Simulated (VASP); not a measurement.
Here is the system:

```yaml
crystal:
  lattice:
    - [1.57850, -2.73405, 0.00000]
    - [1.57850, 2.73405, 0.00000]
    - [0.00000, 0.00000, 5.19123]
  atoms:
    - { symbol: Hf, position: [0.33333, 0.66667, 0.25000] }
    - { symbol: Hf, position: [0.66667, 0.33333, 0.75000] }
```

Method: PBEsol GGA, VASP's PBE PAW potentials (set 64) (plane waves; VASP 6.6.1). Settings: 480 eV cut-off, 12×12×8 Γ-centred mesh, first-order Methfessel-Paxton smearing of 0.10 eV, potentials Hf_pv.

Unless said otherwise, spin-orbit coupling is left out, though it shifts the bands of the heavy elements here.

Q: Estimate the energy per atom (σ→0), pressure, band gap (on the k-mesh) with the smallest direct gap where there is one.

A: 
The band gap (on the k-mesh) comes out as none (metal, semimetal or under 0.01 eV), the energy per atom (σ→0) is -10.482 eV/atom and the pressure comes out as -42.7 kbar.

The absolute energy has meaning only against runs of the same code, potentials and settings.

The compound is Hf in the hcp structure. This cell was strained or had an atom moved on purpose.
